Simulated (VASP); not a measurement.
Shape and ions are relaxed at each volume.

Energy against volume of BN (wurtzite). Level of theory: revPBE GGA, VASP's PBE PAW potentials (set 64) (plane waves; VASP).

```
V (Å³/atom)  E (eV/atom)
-----------  -----------
5.681           -8.34213
5.862           -8.36309
6.044           -8.36984
6.225           -8.36423
6.406           -8.34787
```

Fit a third-order Birch-Murnaghan equation of state.

| Item | Result |
|---|---|
| volume per atom | 6.05 Å³/atom |
| bulk modulus | 362 GPa |
| pressure derivative of the bulk modulus | 3.66 |

Measured: bulk modulus 375 GPa (computed value off by -3.4 %), as given by Equation of state of wurtzitic boron nitride to 66 GPa, Appl. Phys. Lett., doi 10.1063/1.121186. The calculation is for a static lattice, while the measured bulk modulus holds thermal and zero-point effects, which are part of the difference.

The compound is BN in the wurtzite structure, a metastable high-pressure form. It was relaxed first.
